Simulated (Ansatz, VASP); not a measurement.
# Cross-check of Ir (linear Ir chain, spacing 2.521 A) between VASP and Ansatz, part 2 of 2

One calculation is typed for both programs; each brings its own data sets and cutoff. How far apart do they land?

VASP 6.6.1 and Ansatz 0.2.0.

So far: The starting structure; Ansatz: single point, PBE, DFT+U.

In doubt: warnings of the run leave room for a lower electronic state, so energies may not be the lowest and differences between runs may mislead.

### 3. VASP: single point, PBE, DFT+U

Level of this step: PBE, DFT+U (Ir d 6 eV), spin-polarised from an antiferromagnetic start; plane waves and PAW (Ir) (VASP).

The same cell, functional, mesh and smearing now go to VASP, with its own data sets and cutoff.

Lines of VASP's logs that name or quote its potential files are left out, and so is its time.

Input file INCAR:

```
SYSTEM = Ir
PREC = Normal
ENCUT = 350
EDIFF = 1E-06
NELM = 150
ISMEAR = 0
SIGMA = 0.05
LREAL = .FALSE.
ALGO = Normal
GGA = PE
NBANDS = 18
ISPIN = 2
MAGMOM = 0.6 -0.6
LDAU = .TRUE.
LDAUTYPE = 2
LDAUL = 2
LDAUU = 6
LDAUJ = 0
LDAUPRINT = 1
LASPH = .TRUE.
LMAXMIX = 4
LORBIT = 11
LWAVE = .FALSE.
LCHARG = .TRUE.
NCORE = 2
AMIX = 0.2
BMIX = 1E-04
AMIX_MAG = 0.8
BMIX_MAG = 1E-04
```

Input file POSCAR:

```
Ir
1.0
   12.0000000000      0.0000000000      0.0000000000
    0.0000000000     12.0000000000      0.0000000000
    0.0000000000      0.0000000000      5.0420000000
Ir
2
Direct
    0.5000000000      0.5000000000      0.0000000000
    0.5000000000      0.5000000000      0.5000000000
```

Input file KPOINTS:

```
Automatic mesh
0
Gamma
1 1 8
0 0 0
```

PAW data sets: Ir (PBE family, release 64).

Command:

```
> mpirun -np 2 vasp_std
```

Numbers of over 12 decimals in the logs are rounded to 6 here.

The log of the run:

```text
[banner, memory and clock lines left out]
running    2 mpi-ranks, on    1 nodes
 distrk:  each k-point on    2 cores,    1 groups
 distr:  one band on    2 cores,    1 groups

 POSCAR found type information on POSCAR Ir
 POSCAR found :  1 types and       2 ions
 LDA part: xc-table for (Slater+PW92), standard interpolation
 POSCAR, INCAR and KPOINTS ok, starting setup
 FFT: planning ... GRIDC
 FFT: planning ... GRID_SOFT
 FFT: planning ... GRID
 WAVECAR not read
 entering main loop
       N       E                     dE             d eps       ncg     rms          rms(c)
DAV:   1     0.127383568229E+03    0.12738E+03   -0.32343E+03   360   0.445E+02
DAV:   2     0.226794609067E+02   -0.10470E+03   -0.90615E+02   644   0.920E+01
DAV:   3     0.302415336061E+01   -0.19655E+02   -0.18498E+02   432   0.629E+01
DAV:   4     0.263220629384E+01   -0.39195E+00   -0.38613E+00   388   0.150E+01
DAV:   5     0.262591996229E+01   -0.62863E-02   -0.62834E-02   396   0.117E+00    0.119E+01
DAV:   6     0.229464203503E+01   -0.33128E+00   -0.29729E-01   388   0.422E+00    0.848E+00
DAV:   7     0.103927723863E+01   -0.12554E+01   -0.25986E+00   374   0.123E+01    0.571E+00
DAV:   8     0.632107148733E+00   -0.40717E+00   -0.73998E-01   380   0.592E+00    0.670E+00
DAV:   9     0.450206105161E+00   -0.18190E+00   -0.17491E-01   416   0.304E+00    0.606E+00
DAV:  10     0.345548790649E+00   -0.10466E+00   -0.60786E-02   402   0.189E+00    0.478E+00
DAV:  11     0.237030880050E+00   -0.10852E+00   -0.93403E-02   412   0.246E+00    0.295E+00
DAV:  12     0.245217472765E+00    0.81866E-02   -0.38222E-02   378   0.149E+00    0.200E+00
DAV:  13     0.153063805423E+00   -0.92154E-01   -0.24411E-01   420   0.289E+00    0.139E+00
DAV:  14     0.151306311428E+00   -0.17575E-02   -0.55581E-03   360   0.490E-01    0.136E+00
[...]
DAV:  25     0.102105211407E+00    0.87740E-04   -0.53724E-04   402   0.156E-01    0.647E-02
DAV:  26     0.102046161588E+00   -0.59050E-04   -0.34414E-05   360   0.409E-02    0.502E-02
DAV:  27     0.102017934743E+00   -0.28227E-04   -0.18127E-05   368   0.292E-02    0.459E-02
DAV:  28     0.102004875709E+00   -0.13059E-04   -0.23644E-04   360   0.106E-01    0.722E-02
DAV:  29     0.101995746806E+00   -0.91289E-05   -0.86223E-06   360   0.223E-02    0.542E-02
DAV:  30     0.101987449322E+00   -0.82975E-05   -0.10224E-05   362   0.250E-02    0.286E-02
DAV:  31     0.101986211926E+00   -0.12374E-05   -0.27726E-06   378   0.859E-03    0.180E-02
DAV:  32     0.101985685611E+00   -0.52631E-06   -0.40118E-07   300   0.328E-03
   1 F= 0.10198569E+00 E0= 0.10760324E+00  d E =-.112351E-01  mag=     0.0000
```

OUTCAR, selected parts (step 3):

```text
ion  position               nearest neighbor table
   1  0.500  0.500  0.000-   2 2.52   2 2.52
   2  0.500  0.500  0.500-   1 2.52   1 2.52

  LATTYP: Found a simple tetragonal cell.
 ALAT       =    12.0000000000
 C/A-ratio  =     0.4201666667

 Subroutine GETGRP returns: Found 16 space group operations
 (whereof 16 operations were pure point group operations)

The static configuration has the point symmetry D_4h.

 Found      5 irreducible k-points:

   k-points           NKPTS =      5   k-points in BZ     NKDIM =      5   number of bands    NBANDS=     18

   dimension x,y,z NGX =    56 NGY =   56 NGZ =   24
   dimension x,y,z NGXF=   112 NGYF=  112 NGZF=   48

   ENCUT  =  350.0 eV  25.72 Ry    5.07 a.u.  18.31 18.31  7.69*2*pi/ulx,y,z

   NELECT =      18.0000    total number of electrons

 k-points in reciprocal lattice and weights: Automatic mesh
   0.00000000  0.00000000  0.00000000       0.125
   0.00000000  0.00000000  0.12500000       0.250
   0.00000000  0.00000000  0.25000000       0.250
   0.00000000  0.00000000  0.37500000       0.250
   0.00000000  0.00000000  0.50000000       0.125

atom =   1  type =  1  l = 2

 onsite density matrix

spin component  1

  1.0056 -0.0000 -0.0000 -0.0000 -0.0000
 -0.0000  0.9247 -0.0000 -0.0000  0.0000
 -0.0000 -0.0000  0.9917  0.0000  0.0000
 -0.0000 -0.0000  0.0000  0.9247 -0.0000
 -0.0000  0.0000  0.0000 -0.0000  1.0056

spin component  2

  0.9817  0.0000 -0.0000 -0.0000  0.0000
  0.0000  0.2822 -0.0000  0.0000 -0.0000
 -0.0000 -0.0000  0.1417 -0.0000  0.0000
 -0.0000  0.0000 -0.0000  0.2822 -0.0000
  0.0000 -0.0000  0.0000 -0.0000  0.9817

 occupancies and eigenvectors

  o =  0.1417  v =  0.0000  0.0000  0.0000  0.0000  0.0000  0.0000  0.0000 -1.0000  0.0000  0.0000      0.0000  0.0000  0.0000  0.0000  0.0000  0.0000  0.0000  0.0000  0.0000  0.0000
  o =  0.2822  v =  0.0000  0.0000  0.0000  0.0000  0.0000  0.0000 -0.0020 -0.0000 -1.0000  0.0000      0.0000  0.0000  0.0000  0.0000  0.0000  0.0000  0.0000  0.0000  0.0000  0.0000
  o =  0.2822  v =  0.0000  0.0000  0.0000  0.0000  0.0000  0.0000 -1.0000 -0.0000  0.0020 -0.0000      0.0000  0.0000  0.0000  0.0000  0.0000  0.0000  0.0000  0.0000  0.0000  0.0000
  o =  0.9247  v =  0.0000  1.0000  0.0000  0.0014 -0.0000  0.0000  0.0000  0.0000  0.0000  0.0000      0.0000  0.0000  0.0000  0.0000  0.0000  0.0000  0.0000  0.0000  0.0000  0.0000
  o =  0.9247  v =  0.0000 -0.0014 -0.0000  1.0000  0.0000  0.0000  0.0000  0.0000  0.0000  0.0000      0.0000  0.0000  0.0000  0.0000  0.0000  0.0000  0.0000  0.0000  0.0000  0.0000
  o =  0.9817  v =  0.0000  0.0000  0.0000  0.0000  0.0000  0.0000 -0.0000  0.0000 -0.0000  1.0000      0.0000  0.0000  0.0000  0.0000  0.0000  0.0000  0.0000  0.0000  0.0000  0.0000
  o =  0.9817  v =  0.0000  0.0000  0.0000  0.0000  0.0000  1.0000  0.0000  0.0000  0.0000  0.0000      0.0000  0.0000  0.0000  0.0000  0.0000  0.0000  0.0000  0.0000  0.0000  0.0000
  o =  0.9917  v =  0.0000  0.0000 -1.0000 -0.0000  0.0000  0.0000  0.0000  0.0000  0.0000  0.0000      0.0000  0.0000  0.0000  0.0000  0.0000  0.0000  0.0000  0.0000  0.0000  0.0000
  o =  1.0056  v =  0.0000  0.0000  0.0000 -0.0000  1.0000  0.0000  0.0000  0.0000  0.0000  0.0000      0.0000  0.0000  0.0000  0.0000  0.0000  0.0000  0.0000  0.0000  0.0000  0.0000
  o =  1.0056  v =  1.0000  0.0000  0.0000  0.0000  0.0000  0.0000  0.0000  0.0000  0.0000  0.0000      0.0000  0.0000  0.0000  0.0000  0.0000  0.0000  0.0000  0.0000  0.0000  0.0000

atom =   2  type =  1  l = 2

 onsite density matrix

spin component  1

  0.9817  0.0000 -0.0000 -0.0000 -0.0000
  0.0000  0.2822  0.0000 -0.0000 -0.0000
 -0.0000  0.0000  0.1417 -0.0000  0.0000
 -0.0000 -0.0000 -0.0000  0.2822  0.0000
 -0.0000 -0.0000  0.0000  0.0000  0.9817

spin component  2

  1.0056 -0.0000 -0.0000  0.0000 -0.0000
 -0.0000  0.9247 -0.0000  0.0000  0.0000
 -0.0000 -0.0000  0.9917  0.0000  0.0000
  0.0000  0.0000  0.0000  0.9247  0.0000
 -0.0000  0.0000  0.0000  0.0000  1.0056

 occupancies and eigenvectors

  o =  0.1417  v =  0.0000 -0.0000 -1.0000 -0.0000 -0.0000  0.0000  0.0000  0.0000  0.0000  0.0000      0.0000  0.0000  0.0000  0.0000  0.0000  0.0000  0.0000  0.0000  0.0000  0.0000
  o =  0.2822  v =  0.0000 -0.8353 -0.0000  0.5499  0.0000  0.0000  0.0000  0.0000  0.0000  0.0000      0.0000  0.0000  0.0000  0.0000  0.0000  0.0000  0.0000  0.0000  0.0000  0.0000
  o =  0.2822  v =  0.0000  0.5499 -0.0000  0.8353 -0.0000  0.0000  0.0000  0.0000  0.0000  0.0000      0.0000  0.0000  0.0000  0.0000  0.0000  0.0000  0.0000  0.0000  0.0000  0.0000
  o =  0.9247  v =  0.0000  0.0000  0.0000  0.0000  0.0000  0.0000 -0.9709 -0.0000  0.2396  0.0000      0.0000  0.0000  0.0000  0.0000  0.0000  0.0000  0.0000  0.0000  0.0000  0.0000
  o =  0.9247  v =  0.0000  0.0000  0.0000  0.0000  0.0000  0.0000 -0.2396 -0.0000 -0.9709  0.0000      0.0000  0.0000  0.0000  0.0000  0.0000  0.0000  0.0000  0.0000  0.0000  0.0000
  o =  0.9817  v =  0.0000 -0.0000  0.0000  0.0000 -1.0000  0.0000  0.0000  0.0000  0.0000  0.0000      0.0000  0.0000  0.0000  0.0000  0.0000  0.0000  0.0000  0.0000  0.0000  0.0000
  o =  0.9817  v =  1.0000  0.0000  0.0000  0.0000  0.0000  0.0000  0.0000  0.0000  0.0000  0.0000      0.0000  0.0000  0.0000  0.0000  0.0000  0.0000  0.0000  0.0000  0.0000  0.0000
  o =  0.9917  v =  0.0000  0.0000  0.0000  0.0000  0.0000  0.0000 -0.0000  1.0000 -0.0000 -0.0000      0.0000  0.0000  0.0000  0.0000  0.0000  0.0000  0.0000  0.0000  0.0000  0.0000
  o =  1.0056  v =  0.0000  0.0000  0.0000  0.0000  0.0000  0.0000 -0.0000 -0.0000 -0.0000 -1.0000      0.0000  0.0000  0.0000  0.0000  0.0000  0.0000  0.0000  0.0000  0.0000  0.0000
  o =  1.0056  v =  0.0000  0.0000  0.0000  0.0000  0.0000  1.0000  0.0000  0.0000  0.0000  0.0000      0.0000  0.0000  0.0000  0.0000  0.0000  0.0000  0.0000  0.0000  0.0000  0.0000

 average (electrostatic) potential at core
       1 -62.4371       2 -62.4371

 E-fermi :  -4.4499

 spin component 1
 k-point     1 :       0.0000    0.0000    0.0000
  band No.  band energies     occupation
    ...
      4      -8.4471      1.00000
      5      -8.4470      1.00000
      6      -7.0196      1.00000
      7      -7.0195      1.00000
      8      -6.9988      1.00000
      9      -3.3562      0.00000
     10      -3.2296      0.00000
     11      -3.2296      0.00000
     12      -1.6419      0.00000
     13      -1.6419      0.00000
    ...

 k-point     2 :       0.0000    0.0000    0.1250
  band No.  band energies     occupation
    ...
      4      -8.4317      1.00000
      5      -8.4316      1.00000
      6      -7.0395      1.00000
      7      -7.0393      1.00000
      8      -6.9557      1.00000
      9      -3.5144      0.00000
     10      -3.5144      0.00000
     11      -3.4193      0.00000
     12      -1.5437      0.00000
     13      -1.3615      0.00000
    ...

 k-point     3 :       0.0000    0.0000    0.2500
  band No.  band energies     occupation
    ...
      4      -8.3926      1.00000
      5      -8.3925      1.00000
      6      -7.0894      1.00000
      7      -7.0892      1.00000
      8      -6.8185      1.00000
      9      -4.0394      0.00000
     10      -4.0394      0.00000
     11      -3.6260      0.00000
     12      -3.1238      0.00000
     13      -0.7911      0.00000
    ...

 k-point     4 :       0.0000    0.0000    0.3750
  band No.  band energies     occupation
    ...
      7      -7.1421      1.00000
      8      -6.5340      1.00000
      9      -4.8050      1.00000
     10      -4.4738      0.75000
     11      -4.4738      0.75000
     12      -3.6454      0.00000
     13      -0.1129      0.00000
     14      -0.1129      0.00000
     15       1.1296      0.00000
     16       1.5565      0.00000
    ...

 k-point     5 :       0.0000    0.0000    0.5000
  band No.  band energies     occupation
    ...
      7      -7.1652      1.00000
      8      -5.9347      1.00000
      9      -5.9174      1.00000
     10      -4.6414      1.00000
     11      -4.6414      1.00000
     12      -3.7161      0.00000
     13       0.6442      0.00000
     14       0.6442      0.00000
     15       0.6840      0.00000
     16       0.6840      0.00000
    ...

 spin component 2
 k-point     1 :       0.0000    0.0000    0.0000
  band No.  band energies     occupation
    ...
      4      -8.4471      1.00000
      5      -8.4470      1.00000
      6      -7.0196      1.00000
      7      -7.0195      1.00000
      8      -6.9988      1.00000
      9      -3.3562      0.00000
     10      -3.2296      0.00000
     11      -3.2296      0.00000
     12      -1.6419      0.00000
     13      -1.6419      0.00000
    ...

  Total       -0.0694650     -0.0694650      0.0014550      0.0000000      0.0000000     -0.0000000
  in kB       -0.1532890     -0.1532890      0.0032108      0.0000000      0.0000000     -0.0000000
  external PRESSURE =      -0.1011224 kB  Pullay stress =       0.0000000 kB

  energy-cutoff  :      350.00
  volume of cell :      726.05
      direct lattice vectors                 reciprocal lattice vectors
    12.000000000  0.000000000  0.000000000     0.083333333  0.000000000  0.000000000
     0.000000000 12.000000000  0.000000000     0.000000000  0.083333333  0.000000000
     0.000000000  0.000000000  5.042000000     0.000000000  0.000000000  0.198333994

 POSITION                                       TOTAL-FORCE (eV/Angst)
 -----------------------------------------------------------------------------------
      6.00000      6.00000      0.00000         0.000000      0.000000      0.000000
      6.00000      6.00000      2.52100         0.000000      0.000000     -0.000000
 -----------------------------------------------------------------------------------
    total drift:                                0.000000      0.000000      0.000000

  FREE ENERGIE OF THE ION-ELECTRON SYSTEM (eV)
  ---------------------------------------------------
  free  energy   TOTEN  =         0.1019856856 eV

  energy  without entropy=        0.1132207868  energy(sigma->0) =        0.10760324

 total charge
# of ion       s       p       d       tot
------------------------------------------
    1        0.704   0.194   7.447   8.345
    2        0.704   0.194   7.447   8.345
--------------------------------------------------
tot          1.407   0.388  14.895  16.690

 magnetization (x)
# of ion       s       p       d       tot
------------------------------------------
    1        0.148   0.022   2.154   2.324
    2       -0.148  -0.022  -2.154  -2.324
--------------------------------------------------
tot         -0.000   0.000   0.000  -0.000
```

A U on the itinerant d states of such a compound is hard to justify; it moves the bands at the Fermi level and favours large moments.

### 4. Differences

Known differences besides the PAW data sets themselves: U acts on the PAW sphere in VASP and on atomic orbitals in Ansatz, so only states and trends compare; the data sets hold 34 valence electrons in Ansatz (default PAW (the set named soft_2) files) and 18 in VASP; the cutoff is 420 eV in Ansatz and 350 eV in VASP (PREC = Normal); site moments are counted in spheres of each program's own size. Total energies have different zeros and are not compared.

Compared:

```csv
quantity,Ansatz,VASP,difference
gap on the k mesh (eV),0.757,0.000,+0.757
moment on Ir1 (μB),1.54,2.32,-0.78
moment on Ir2 (μB),-1.54,-2.32,+0.78
```

On this mesh VASP finds no gap and the other program does.

### 5. What came out

| Property | Result |
| --- | --- |
| difference in moment on Ir1 (single point, PBE, DFT+U) | -0.78 μB |

**Reading.** The difference in moment on Ir1 is -0.78 μB (single point, PBE, DFT+U). How closely two codes agree says nothing of how well the functional describes the real material.

[Lines on the potential files, build, host, timing and source positions are cut from VASP's logs without a mark.]

[Logs are printed without paths, hosts, clocks, repeated set-up lines and the standing remarks that a program may print on its own settings, such as how far it seeks lower states.]

[Hosts, paths, dates, database ids (printed as entryN), source tags and the programs' standing remarks are cut or masked in the printed files.]
